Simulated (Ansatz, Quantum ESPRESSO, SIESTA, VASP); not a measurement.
**One structure in several programs: LaCoSi3 (I4mm, 5 atoms in the cell)**

Self-consistent single point, at a second geometry (lattice scaled by 0.98). First geometry:

```yaml
crystal:
  lattice:
    - [-2.05600, 2.05600, 4.75963]
    - [2.05600, -2.05600, 4.75963]
    - [2.05600, 2.05600, -4.75963]
  atoms:
    - { symbol: La, position: [0.00496, 0.00496, 0.00000] }
    - { symbol: Co, position: [0.66193, 0.66193, 0.00000] }
    - { symbol: Si, position: [0.42530, 0.42530, 0.00000] }
    - { symbol: Si, position: [0.26141, 0.76141, 0.50000] }
    - { symbol: Si, position: [0.76141, 0.26141, 0.50000] }
```

Shared settings, as Ansatz (an electronic-structure program) writes them: kpoints.mp_grid.grid = 8 8 8; scf.occupations.method = fermi_dirac; scf.occupations.width = 0.1 eV. Potentials and cutoffs stand in the table.

| code | model | ΔF from the first geometry (meV/atom) | pressure (GPa) | largest force (eV/Å) | cutoff |
|---|---|---|---|---|---|
| SIESTA | GGA PBEsol, numerical atomic orbitals DZP, PseudoDojo PBEsol standard norm-conserving potentials (rewritten from UPF to PSML) | 48.7 | 13.71 | 0.334 | grid 350 Ry |
| VASP | PBEsol, VASP's PBE PAW potentials (set 64) | 41.1 | 11.71 | 0.298 | 300 eV |
| Ansatz | PBEsol, PAW files made with PBE | 40.4 | 11.86 | 0.281 | default |
| Quantum ESPRESSO | PBEsol, GBRV 1.5 ultrasoft (PBESOL) pseudopotentials | 40.5 | 11.79 | 0.276 | 50 Ry |

Size of the force on each atom (eV/Å): Sizes of forces hide their directions.

```
code                La1    Co2    Si3    Si4    Si5
----------------  -----  -----  -----  -----  -----
SIESTA            0.334  0.158  0.045  0.110  0.110
VASP              0.231  0.298  0.036  0.051  0.051
Ansatz            0.224  0.281  0.039  0.048  0.048
Quantum ESPRESSO  0.232  0.276  0.040  0.042  0.042
```

On Ansatz's run: spin polarisation is off.

The spread over the programs that give each value: ΔF from the first geometry within 8.3 meV/atom; pressure within 2.00 GPa; largest force within 0.058 eV/Å.

SIESTA uses small atom-centred bases, whose incompleteness enters pressures, forces and empty levels differently from a plane-wave cutoff. Ansatz's pressure is given at a fixed set of plane waves, as the other plane-wave codes print theirs. In the pressure, SIESTA (by 1.92) lies more than 1 GPa from the median of the plane-wave programs. In the force vectors, SIESTA (by 0.158) lies more than 0.08 eV/Å from the median of the plane-wave programs.

VASP's run is marked for a possible Pulay error in its stress at this cutoff; no cutoff test was made.

The starting cell comes from a database of computed structures (which also holds hypothetical and non-ambient phases and stackings), without a prior relaxation at this level. Its lattice was rescaled by a random factor within 2.5 % of one. For this run, on top of that: lattice scaled by 0.98.

Keys are those of Ansatz 0.2.
